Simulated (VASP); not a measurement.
# MgAu (Pm-3m) in VASP: a series of runs

One crystal, MgAu, is run at these levels: LDA; tasks: single point, relaxation of cell and atoms.

Everything below comes from runs of VASP 6.6.1. Logs are shortened: lines on timing, memory, paths and dates and some standing lists are left out, and cuts for length are marked.

## (1) Starting point

Symmetry: Pm-3m, No. 221, cubic system. The conventional cell has a = 3.220 Å, b = 3.220 Å, c = 3.220 Å, α = 90.00°, β = 90.00°, γ = 90.00°. Mg (site symmetry m-3m) has 8 Au at 2.79 Å as nearest neighbours. Au (site symmetry m-3m) is surrounded by 8 Mg at 2.79 Å.

## (2) Single point, LDA

Contents of INCAR:

```
SYSTEM = MgAu
PREC     = Accurate       ! precision mode
ENCUT    = 520            ! plane-wave cutoff, eV
EDIFF    = 1E-6           ! SCF threshold, eV
ISMEAR   = 0              ! smearing method
SIGMA    = 0.1            ! smearing width, eV
LREAL    = .False.        ! projectors in reciprocal space
LASPH    = .True.         ! aspherical terms in the spheres
NELM     = 60             ! most SCF steps
ALGO     = Fast           ! electronic algorithm
ISIF     = 2              ! what is computed and relaxed
LWAVE    = .False.        ! write WAVECAR
LCHARG   = .False.        ! write CHGCAR
GGA      = CA             ! functional
NBANDS   = 14             ! bands
```

Contents of KPOINTS:

```
Automatic mesh
0
Gamma
  14 14 14
  0 0 0
```

Contents of POSCAR:

```
MgAu
1.0
    3.2196422099      0.0000000000      0.0000000000
    0.0000000000      3.2196422099      0.0000000000
    0.0000000000      0.0000000000      3.2196422099
Mg Au
1 1
Direct
    0.5000000000      0.5000000000      0.5000000000
    0.0000000000      0.0000000000      0.0000000000
```

Potentials or basis: VASP PAW LDA potentials, release 64 (Mg, Au).

Launch:

```sh
$ cat potpaw_LDA.64/Mg/POTCAR potpaw_LDA.64/Au/POTCAR > POTCAR
$ mpirun -np 1 vasp_std > vasp.out
```

OUTCAR:

```text
SYSTEM = MgAu
   PREC = Accurate
   ENCUT = 520
   EDIFF = 1E-6
   ISMEAR = 0
   LREAL = .False.
   LASPH = .True.
   NELM = 60
   ISIF = 2
   GGA = CA

 ion  position               nearest neighbor table
   1  0.500  0.500  0.500-   2 2.79   2 2.79   2 2.79   2 2.79   2 2.79   2 2.79   2 2.79   2 2.79

   2  0.000  0.000  0.000-   1 2.79   1 2.79   1 2.79   1 2.79   1 2.79   1 2.79   1 2.79   1 2.79

  LATTYP: Found a simple cubic cell.
 ALAT       =     3.2196422099

  Lattice vectors:

 A1 = (   3.2196422099,   0.0000000000,   0.0000000000)
 A2 = (   0.0000000000,   3.2196422099,   0.0000000000)
 A3 = (   0.0000000000,   0.0000000000,   3.2196422099)

Analysis of symmetry for initial positions (statically):
=====================================================================
 Subroutine PRICEL returns:
 Original cell was already a primitive cell.

 Routine SETGRP: Setting up the symmetry group for a
 simple cubic supercell.

 Subroutine GETGRP returns: Found 48 space group operations
 (whereof 48 operations were pure point group operations)
 out of a pool of 48 trial point group operations.

The static configuration has the point symmetry O_h .

Analysis of symmetry for dynamics (positions and initial velocities):
=====================================================================
 Subroutine PRICEL returns:
 Original cell was already a primitive cell.

 Routine SETGRP: Setting up the symmetry group for a
 simple cubic supercell.

 Subroutine GETGRP returns: Found 48 space group operations
 (whereof 48 operations were pure point group operations)
 out of a pool of 48 trial point group operations.

The dynamic configuration has the point symmetry O_h .

 Subroutine INISYM returns: Found 48 space group operations
 (whereof 48 operations are pure point group operations),
 and found     1 'primitive' translations

----------------------------------------------------------------------------------------

                                     Primitive cell

  volume of cell :      33.3751

  direct lattice vectors                    reciprocal lattice vectors
     3.219642210  0.000000000  0.000000000     0.310593518  0.000000000  0.000000000
     0.000000000  3.219642210  0.000000000     0.000000000  0.310593518  0.000000000
     0.000000000  0.000000000  3.219642210     0.000000000  0.000000000  0.310593518

  length of vectors
     3.219642210  3.219642210  3.219642210     0.310593518  0.310593518  0.310593518

  position of ions in fractional coordinates (direct lattice)
[... 93 lines left out ...]
   EFERMI =   0.00;   METHOD = LEGACY
   ISMEAR =     0;   SIGMA  =   0.10  broadening in eV -4-tet -1-fermi 0-gaus
   EFERMI_NEDOS =   21; number of points for ismear=-14 and -15
   IALGO  =     68    algorithm
   IMIX   =      4    mixing-type and parameters
     AMIX     =   0.40;   BMIX     =  1.00
     AMIX_MAG =   1.60;   BMIX_MAG =  1.00
  volume/ion in A,a.u.               =      16.69       112.61
  Fermi-wavevector in a.u.,A,eV,Ry     =   1.195588  2.259334 19.448596  1.429431
  Thomas-Fermi vector in A             =   2.331550
   LORBIT       =      0    0 simple, 1 ext, 2 COOP (PROOUT), +10 PAW based schemes
   GGA     = CA    functional components
   LHFCALC =     F    Hartree Fock is set to
   AEXX    =    0.0000 exact exchange contribution
   IVDW    =     0    specifies the selected vdW correction
   LEPSILON=     F    determine dielectric tensor
   LRPA    =     F    only Hartree local field effects (RPA)
 non-spin polarized calculation
 RMM-DIIS sequential band-by-band and
 Gauss-broadening in eV      SIGMA  =   0.10
  energy-cutoff  :      520.00
  volume of cell :       33.38
 maximum number of plane-waves:       919
 NGX is ok and might be reduce to    24
   NGX = 11   NGY = 11   NGZ = 11

 number of electron      13.0000002 magnetization

 Free energy of the ion-electron system (eV)
  ---------------------------------------------------
  ext. energy  EPLUGINS =         0.00000000
  ---------------------------------------------------
  free energy    TOTEN  =        -7.62161618 eV

  energy without entropy =       -7.61828158  energy(sigma->0) =       -7.61994888

 E-fermi :   7.0998     XC(G=0): -11.4439

 val. band max:        7.0821024780   @ k =   0.3571   0.3571   0.0000
 cond. band min:       7.1110388627   @ k =   0.3571   0.2857   0.0000
 fundamental gap:      0.0289363846
 Fermi energy:         7.0998236667

 k-point     1 :       0.0000    0.0000    0.0000
  band No.  band energies     occupation
      1      -2.3326      2.00000
      2       1.0488      2.00000
      3       1.0488      2.00000
      4       2.9423      2.00000
      5       2.9423      2.00000
      6       2.9423      2.00000
      7      12.5525      0.00000
      8      12.5525      0.00000
      9      12.5525      0.00000
     10      16.2127      0.00000
     11      16.2127      0.00000
     12      17.6860      0.00000
     13      24.7492      0.00000
     14      24.7492      0.00000
[... 377 lines left out ...]
      1       0.0348      2.00000
      2       1.3461      2.00000
      3       1.8259      2.00000
      4       2.3654      2.00000
      5       2.6800      2.00000
      6       2.7162      2.00000
      7       6.7552      2.00000
      8      10.9252      0.00000
      9      14.6147      0.00000
     10      15.9771      0.00000
     11      18.1107      0.00000
     12      20.2762      0.00000
     13      20.9118      0.00000
     14      22.5499      0.00000

 [... further k-points ...]

------------------------ aborting loop because EDIFF is reached ----------------------------------------

  FORCE on cell =-STRESS in cart. coord.  units (eV):
  Direction    XX          YY          ZZ          XY          YZ          ZX
  --------------------------------------------------------------------------------------
  -------------------------------------------------------------------------------------
  Total       -0.0787487     -0.0787487     -0.0787487     -0.0000000     -0.0000000      0.0000000
  in kB       -3.7803441     -3.7803441     -3.7803441     -0.0000000     -0.0000000      0.0000000
  external PRESSURE =      -3.7803441 kB  Pullay stress =       0.0000000 kB

 VOLUME and BASIS-vectors are now :
 -----------------------------------------------------------------------------
  energy-cutoff  :      520.00
  volume of cell :       33.38
      direct lattice vectors                 reciprocal lattice vectors
     3.219642210  0.000000000  0.000000000     0.310593518  0.000000000  0.000000000
     0.000000000  3.219642210  0.000000000     0.000000000  0.310593518  0.000000000
     0.000000000  0.000000000  3.219642210     0.000000000  0.000000000  0.310593518

 POSITION                                       TOTAL-FORCE (eV/Angst)
 -----------------------------------------------------------------------------------
      1.60982      1.60982      1.60982         0.000000      0.000000      0.000000
      0.00000      0.00000      0.00000         0.000000      0.000000      0.000000
 -----------------------------------------------------------------------------------
    total drift:                                0.000000      0.000000      0.000000

  FREE ENERGIE OF THE ION-ELECTRON SYSTEM (eV)
  ---------------------------------------------------
  free  energy   TOTEN  =        -7.6216161803 eV

  energy  without entropy=       -7.6182815755  energy(sigma->0) =       -7.61994888
```

Run time: 25 s. Hardware: 1 thread of Intel Xeon Platinum 8488C (Sapphire Rapids), shared host; peak memory 0.17 GiB.

What came out:

* Free energy: -7.6216 eV
* Pressure: -0.4 GPa
* Band gap on the k mesh: none (metal or under the smearing width)

Levels at points of the mesh, in eV from the Fermi level:
```csv
k point,band 3,band 4,band 5,band 6,band 7,band 8,band 9,band 10
"(0.00, 0.00, 0.00)",-6.05,-4.16,-4.16,-4.16,5.45,5.45,5.45,9.11
"(0.50, 0.00, 0.00)",-4.90,-4.90,-4.44,-4.06,-2.58,7.50,8.63,8.63
"(0.50, 0.50, 0.00)",-4.79,-4.79,-3.38,-1.43,-1.43,-0.56,4.16,11.59
"(0.50, 0.50, 0.50)",-6.14,-3.33,-3.33,1.93,1.93,1.93,2.73,4.88
```

Spin-orbit coupling is left out, which matters for the levels of Au.

## (3) Relaxation of cell and atoms, LDA

This run uses another cell than the first one, of 17.31 Å³/atom, 1.037 times its volume.

Contents of INCAR:

```
ALGO     = Normal         # electronic algorithm
EDIFF    = 1E-6           # SCF threshold, eV
EDIFFG   = -0.005         # ionic threshold
ENCUT    = 600            # plane-wave cutoff, eV
GGA      = CA             # functional
IBRION   = 2              # ionic algorithm
ISIF     = 3              # what is computed and relaxed
ISMEAR   = 0              # smearing method
LASPH    = True           # aspherical terms in the spheres
LCHARG   = False          # write CHGCAR
LREAL    = False          # projectors in reciprocal space
LWAVE    = False          # write WAVECAR
NELM     = 60             # most SCF steps
NSW      = 100            # ionic steps
PREC     = Accurate       # precision mode
SIGMA    = 0.1            # smearing width, eV
```

Contents of KPOINTS:

```
k-points
0
Gamma
  14 14 14
```

Contents of POSCAR:

```
MgAu
1.0
    3.2590000000      0.0000000000      0.0000000000
    0.0000000000      3.2590000000      0.0000000000
    0.0000000000      0.0000000000      3.2590000000
Mg Au
1 1
Direct
    0.5000000000      0.5000000000      0.5000000000
    0.0000000000      0.0000000000      0.0000000000
```

Potentials or basis: VASP PAW LDA potentials, release 64 (Mg, Au).

Launch:

```sh
$ cat potpaw_LDA.64/Mg/POTCAR potpaw_LDA.64/Au/POTCAR > POTCAR
$ mpirun -np 1 vasp_std > vasp.out
```

OUTCAR:

```text
EDIFF = 1E-6
   EDIFFG = -0.005
   ENCUT = 600
   GGA = CA
   IBRION = 2
   ISIF = 3
   ISMEAR = 0
   LASPH = True
   LREAL = False
   NELM = 60
   NSW = 100
   PREC = Accurate

 ion  position               nearest neighbor table
   1  0.500  0.500  0.500-   2 2.82   2 2.82   2 2.82   2 2.82   2 2.82   2 2.82   2 2.82   2 2.82

   2  0.000  0.000  0.000-   1 2.82   1 2.82   1 2.82   1 2.82   1 2.82   1 2.82   1 2.82   1 2.82

  LATTYP: Found a simple cubic cell.
 ALAT       =     3.2590000000

  Lattice vectors:

 A1 = (   3.2590000000,   0.0000000000,   0.0000000000)
 A2 = (   0.0000000000,   3.2590000000,   0.0000000000)
 A3 = (   0.0000000000,   0.0000000000,   3.2590000000)

Analysis of symmetry for initial positions (statically):
=====================================================================
 Subroutine PRICEL returns:
 Original cell was already a primitive cell.

 Routine SETGRP: Setting up the symmetry group for a
[... 267 lines left out ...]
      5       2.9703      2.00000
      6       2.9703      2.00000
      7      12.5973      0.00000
      8      12.5973      0.00000
      9      12.5973      0.00000
     10      16.2617      0.00000
[... 287 lines left out ...]
 k-point    24 :       0.3571    0.2143    0.0000
  band No.  band energies     occupation
      1       0.0518      2.00000
      2       1.3654      2.00000
      3       1.8470      2.00000
      4       2.3901      2.00000
      5       2.7053      2.00000
      6       2.7427      2.00000
      7       6.7927      2.00000
      8      10.9707      0.00000
      9      14.6598      0.00000
     10      16.0303      0.00000

 [... further k-points ...]

------------------------ aborting loop because EDIFF is reached ----------------------------------------

  FORCE on cell =-STRESS in cart. coord.  units (eV):
  Direction    XX          YY          ZZ          XY          YZ          ZX
  --------------------------------------------------------------------------------------
  -------------------------------------------------------------------------------------
  Total        0.0028541      0.0028541      0.0028541      0.0000000      0.0000000     -0.0000000
  in kB        0.1374386      0.1374386      0.1374386      0.0000000      0.0000000     -0.0000000
  external PRESSURE =       0.1374386 kB  Pullay stress =       0.0000000 kB
[... 17 lines left out ...]
  FREE ENERGIE OF THE ION-ELECTRON SYSTEM (eV)
  ---------------------------------------------------
  free  energy   TOTEN  =        -7.6218821344 eV

  energy  without entropy=       -7.6185447858  energy(sigma->0) =       -7.62021346

 reached required accuracy - stopping structural energy minimisation
```

OSZICAR:

```text
N       E                     dE             d eps       ncg     rms          rms(c)
DAV:   1     0.561573204962E+02    0.56157E+02   -0.64126E+03  2472   0.123E+03
[... 20 lines left out ...]
       N       E                     dE             d eps       ncg     rms          rms(c)
DAV:   1    -0.768536106366E+01   -0.67775E-01   -0.11060E+00  2498   0.118E+01    0.164E+00
DAV:   2    -0.762274642265E+01    0.62615E-01   -0.29918E-01  2446   0.553E+00    0.539E-01
DAV:   3    -0.762215480117E+01    0.59162E-03   -0.20725E-03  2508   0.459E-01    0.349E-01
DAV:   4    -0.762188260136E+01    0.27220E-03   -0.78714E-04  2488   0.149E-01    0.231E-02
DAV:   5    -0.762188190985E+01    0.69151E-06   -0.22916E-05  2562   0.456E-02    0.145E-02
DAV:   6    -0.762188213440E+01   -0.22455E-06   -0.41950E-06  2496   0.153E-02
   3 F= -.76218821E+01 E0= -.76202135E+01  d E =-.163666E-01
```

It took 1.8 min on 1 thread of Intel Xeon Platinum 8488C (Sapphire Rapids), shared host; peak memory 0.2 GiB.

Results:

```yaml
Free_energy: -7.6219 eV
Relaxed_volume: 16.64 Å³/atom
Relaxed_cell: a = 3.216 Å, b = 3.216 Å, c = 3.216 Å, α = 90.00°, β = 90.00°, γ = 90.00°
Space_group_after_relaxing_to_0.05_Å: Pm-3m (No. 221)
Energy_gained_by_relaxing: 8.2 meV/atom
Ionic_steps: 3
Pressure_after_relaxing: 0.0 GPa
Band_gap_on_the_k_mesh: none (metal or under the smearing width)
```

Step by step:
```
step  energy change (eV)  largest force (eV/Å)  pressure (GPa)  volume (Å³)
   1              0.0000                0.0000           -3.75        34.61
   2             -0.0121                0.0000            2.16        32.62
   3             -0.0164                0.0000            0.01        33.27
```

Final structure:
```
Mg Au
1.0
     3.21631    0.00000    0.00000
     0.00000    3.21631    0.00000
     0.00000    0.00000    3.21631
Mg Au
1 1
Direct
  0.50000 0.50000 0.50000
  0.00000 0.00000 0.00000
```

The run has no spin-orbit coupling, so splittings on Au are missing. Zero-point motion and thermal expansion aren't in these numbers.

## (4) Single point, LDA

This run uses another cell than the first one, of 17.31 Å³/atom, 1.037 times its volume.

Contents of INCAR:

```
SYSTEM = MgAu
  ALGO = Fast
  EDIFF = 1E-7
  ENCUT = 520
  GGA = CA
  ISIF = 2
  ISMEAR = 0
  LASPH = .True.
  LCHARG = .True.
  LELF = .True.
  LREAL = .False.
  LVHAR = .True.
  LWAVE = .False.
  NBANDS = 14
  NELM = 60
  PREC = Accurate
  SIGMA = 0.1
```

Contents of KPOINTS:

```
k-points
0
Gamma
  6 6 6
  0 0 0
```

POSCAR is that of step 3.

Launch:

```sh
$ cat potpaw_LDA.64/Mg/POTCAR potpaw_LDA.64/Au/POTCAR > POTCAR
$ mpirun -np 1 vasp_std > vasp.out
```

Run time: 11 s. Hardware: 1 thread of Intel Xeon Platinum 8488C (Sapphire Rapids), shared host; peak memory 0.13 GiB.

The run converged. Its results:

| Item | Value |
| --- | --- |
| Free energy | -7.5642 eV |
| Pressure | -3.4 GPa |
| Band gap on the k mesh | none (metal or under the smearing width) |

Levels at points of the mesh, in eV from the Fermi level:
| k point | band 2 | band 3 | band 4 | band 5 | band 6 | band 7 | band 8 | band 9 | band 10 | band 11 |
| --- | --- | --- | --- | --- | --- | --- | --- | --- | --- | --- |
| (0.00, 0.00, 0.00) | -5.87 | -5.87 | -4.10 | -4.10 | -4.10 | 5.32 | 5.32 | 5.32 | 8.93 | 8.93 |
| (0.50, 0.00, 0.00) | -5.58 | -4.80 | -4.80 | -4.33 | -4.01 | -2.60 | 7.48 | 8.46 | 8.46 | 11.62 |
| (0.50, 0.50, 0.00) | -5.72 | -4.69 | -4.69 | -3.36 | -1.37 | -1.37 | -0.65 | 3.90 | 11.30 | 12.22 |
| (0.50, 0.50, 0.50) | -5.97 | -5.97 | -3.32 | -3.32 | 1.93 | 1.93 | 1.93 | 2.49 | 4.65 | 6.04 |

Spin-orbit coupling is left out, which matters for the levels of Au.

## (5) Summary

```csv
task,cell,k mesh,cutoff (eV),gap on the mesh (eV),pressure (GPa)
single point,"Pm-3m, 16.69 Å³/atom",14 × 14 × 14,520,none,-0.4
relaxation of cell and atoms,relaxed,14 × 14 × 14,600,none,0.0
single point,"Pm-3m, 17.31 Å³/atom",6 × 6 × 6,520,none,-3.4
```

Alike in all rows: level LDA; potentials or basis VASP PAW LDA potentials, release 64 (Mg, Au); no spin polarisation; smearing gaussian 0.1 eV.

Absolute energies hang on the potentials; compare differences alone.
